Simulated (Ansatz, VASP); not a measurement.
Two plane-wave programs on SiAs5

```
Si As
1.0
     0.00000    4.18671    4.18671
     4.18671    0.00000    4.18671
     4.18671    4.18671    0.00000
Si As
1 5
Direct
  0.75000 0.75000 0.75000
  0.11334 0.11334 0.11334
  0.11334 0.11334 0.65997
  0.11334 0.65997 0.11334
  0.65997 0.11334 0.11334
  0.50000 0.50000 0.50000
```

Alike in both runs: task single point; functional PBE; k mesh 4 × 4 × 4; occupations gaussian, width 0.1 eV; no spin polarisation.

|  | VASP | Ansatz |
| --- | --- | --- |
| version | VASP 6.6.1 | Ansatz 0.2.0 |
| potentials or method | VASP PAW PBE potentials, release 64 (Si, As) | scalar-relativistic, plane waves, PAW |
| plane-wave cutoff (eV) | 520 | 420 |
| valence electrons in the cell | 29 | 79 |

```csv
,VASP,Ansatz,Ansatz less VASP
gap on the k mesh at the Fermi level (eV),none,none,-
pressure (GPa),-7.3,-7.4,-0.06
rms of the force components (eV/Å),0.064,0.076,+0.0125
```

Atom by atom the forces differ by 0.013 eV/Å (rms over components). A gap of «none» marks a metal or a gap that the smearing closes. With one functional, cell and mesh, what is left measures potentials, basis and numerics. The two sets of potentials don't hold the same shells in valence.
